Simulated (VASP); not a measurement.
Input:

```xyz
2
Lattice="0.0000 2.5846 2.5846 2.5846 0.0000 2.5846 2.5846 2.5846 0.0000" Properties=species:S:1:pos:R:3 pbc="T T T"
Sr     0.0000     0.0000    -0.0500
O      2.5846     2.5846     2.5846
```

The numbers are results of r2SCAN meta-GGA, VASP's PBE PAW potentials (set 64) (plane waves; VASP 6.6.1), not measurements. Numerical set-up: 600 eV cut-off, 8×8×8 Γ-centred mesh, Gaussian smearing of 0.050 eV, potentials Sr_sv O.

Question: Which forces act on the atoms, in eV/Å?

Answer: 
| atom | Fx | Fy | Fz |
|---|---|---|---|
| Sr1 | 0.000 | 0.000 | 0.119 |
| O2 | 0.000 | 0.000 | -0.119 |

Question: Give the stress tensor in GPa (positive for a compressed cell).

Answer: 
```
-0.12   0.00   0.00
 0.00  -0.12   0.00
 0.00   0.00   0.17
```
The pressure is its mean diagonal, -0.02 GPa.

The compound is SrO in the rock salt structure. This cell was strained or had an atom moved on purpose.
